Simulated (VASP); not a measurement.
Calculation: LDA (Ceperley-Alder, Perdew-Zunger), VASP's LDA PAW potentials (set 64) (plane waves; VASP).

VASP ran on this input.

**KPOINTS**
```
kpoints
0
Gamma
13 13 13
```

### POSCAR
```
LiH
1
    0.0000000000     1.9509900194     1.9509900194
    1.9509900194     0.0000000000     1.9509900194
    1.9509900194     1.9509900194     0.0000000000
Li H
1 1
Direct
  0.0000000000   0.0000000000   0.0000000000
  0.5000000000   0.5000000000   0.5000000000
```

INCAR:
```
ALGO = Normal
EDIFF = 1E-7
ENCUT = 520
ISIF = 2
ISMEAR = -5
LASPH = .TRUE.
LCHARG = .TRUE.
LORBIT = 11
LREAL = .FALSE.
LWAVE = .FALSE.
NEDOS = 601
NELM = 100
PREC = Accurate
SYSTEM = LiH
```

POTCAR, in this order: Li_sv H (LDA.64 set). Program: vasp_std.

Output

### OUTCAR
```
 ion  position               nearest neighbor table
   1  0.000  0.000  0.000-
   2  0.500  0.500  0.500-
  LATTYP: Found a face centered cubic cell.
 ALAT       =     3.9019800388
 Subroutine PRICEL returns:
 Original cell was already a primitive cell.
 Subroutine GETGRP returns: Found 48 space group operations
The static configuration has the point symmetry O_h .
The dynamic configuration has the point symmetry O_h .
 Subroutine INISYM returns: Found 48 space group operations
 Subroutine IBZKPT returns following result:
 Found     84 irreducible k-points:

 Following reciprocal coordinates:
            Coordinates               Weight
  0.000000  0.000000  0.000000      1.000000
  0.076923  0.000000  0.000000      8.000000
  0.153846  0.000000  0.000000      8.000000
  0.230769  0.000000  0.000000      8.000000
  0.307692  0.000000  0.000000      8.000000
  0.384615  0.000000  0.000000      8.000000
  0.461538  0.000000  0.000000      8.000000
  0.076923  0.076923  0.000000      6.000000
  0.153846  0.076923  0.000000     24.000000
...
```

### OSZICAR
```
       N       E                     dE             d eps       ncg     rms          rms(c)
DAV:   1    -0.198196703143E+01   -0.19820E+01   -0.15456E+03  1032   0.615E+02
DAV:   2    -0.669876012666E+01   -0.47168E+01   -0.47120E+01  1482   0.666E+01
DAV:   3    -0.675514783325E+01   -0.56388E-01   -0.56388E-01  1194   0.737E+00
DAV:   4    -0.675595805478E+01   -0.81022E-03   -0.81022E-03  1410   0.597E-01
DAV:   5    -0.675596228192E+01   -0.42271E-05   -0.42271E-05  1224   0.333E-02    0.285E+00
DAV:   6    -0.656177698282E+01    0.19419E+00   -0.17189E-01  1206   0.180E+00    0.142E+00
DAV:   7    -0.649550783709E+01    0.66269E-01   -0.21452E-01  1332   0.217E+00    0.210E-01
DAV:   8    -0.649637469476E+01   -0.86686E-03   -0.46696E-03  1104   0.649E-01    0.503E-02
DAV:   9    -0.649630656214E+01    0.68133E-04   -0.32515E-04  1500   0.103E-01    0.778E-03
DAV:  10    -0.649630602355E+01    0.53859E-06   -0.69187E-06  1176   0.258E-02    0.347E-03
DAV:  11    -0.649630609425E+01   -0.70695E-07   -0.28280E-07  1212   0.451E-03
   1 F= -.64963061E+01 E0= -.64963061E+01  d E =0.000000E+00
```

**OUTCAR**
```
------------------------ aborting loop because EDIFF is reached ----------------------------------------
  FORCE on cell =-STRESS in cart. coord.  units (eV):
  Direction    XX          YY          ZZ          XY          YZ          ZX
  --------------------------------------------------------------------------------------
  Total       -0.0012328     -0.0012328     -0.0012328     -0.0000000     -0.0000000     -0.0000000
  in kB       -0.1329816     -0.1329816     -0.1329816     -0.0000000     -0.0000000     -0.0000000
  external PRESSURE =      -0.1329816 kB  Pullay stress =       0.0000000 kB
  volume of cell :       14.85
      direct lattice vectors                 reciprocal lattice vectors
     0.000000000  1.950990019  1.950990019    -0.256280142  0.256280142  0.256280142
     1.950990019  0.000000000  1.950990019     0.256280142 -0.256280142  0.256280142
     1.950990019  1.950990019  0.000000000     0.256280142  0.256280142 -0.256280142
  FREE ENERGIE OF THE ION-ELECTRON SYSTEM (eV)
  ---------------------------------------------------
  free  energy   TOTEN  =        -6.4963060942 eV

  energy  without entropy=       -6.4963060942  energy(sigma->0) =       -6.49630609

 total charge

# of ion       s       p       d       tot
------------------------------------------
    1        2.025   0.089   0.000   2.114
    2        0.534   0.002   0.000   0.536
--------------------------------------------------
tot          2.558   0.091   0.000   2.650
```
(Selected blocks of OUTCAR.)

The compound is LiH in the rock salt structure. It was relaxed first, which changed the volume by -13 %.
